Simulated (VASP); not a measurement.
Given:

```
CELL_PARAMETERS angstrom
      0.00000     1.71129     1.71129
      1.71129     0.00000     1.71129
      1.71129     1.71129     0.00000
ATOMIC_POSITIONS crystal
  Ni 0.00000 0.00000 0.00000
```
Starting moments (μB, in the order of the record's atoms Ni): 0.6.

Method: LDA (Ceperley-Alder, Perdew-Zunger), VASP's LDA PAW potentials (set 64) (plane waves; VASP 6.6.1). Run with 500 eV cut-off, 18×18×18 Γ-centred mesh, first-order Methfessel-Paxton smearing of 0.10 eV, potentials Ni.

Task: The ions, cell shape and volume at an external pressure of 5.0 GPa are relaxed. What does this cell relax into?

Result: 
```
CELL_PARAMETERS angstrom
      0.00000     1.70072     1.70072
      1.70072     0.00000     1.70072
      1.70072     1.70072     0.00000
ATOMIC_POSITIONS crystal
  Ni 0.00000 0.00000 0.00000
```
Space group Fm-3m (225), at a tolerance of 0.03 Å. The cell ends with 0.60 μB, on the sites 0.60 μB.

Task: How do energy and volume change from the first to the last step?

Result: The energy (σ→0) changes by +2.8 meV/atom and the volume by -1.8 %, in 3 ionic steps.

```tsv
step	E(σ→0) (eV)	max force (eV/Å)	pressure (GPa)	volume (Å³)
1	-6.5808	0.000	0.08	10.02
2	-6.5640	0.000	12.74	9.58
3	-6.5779	0.000	4.98	9.84
```

The compound is Ni in the fcc structure. This run relaxes it under an external pressure of 5 GPa. Symmetry was kept, so distortions that lower it aren't found.
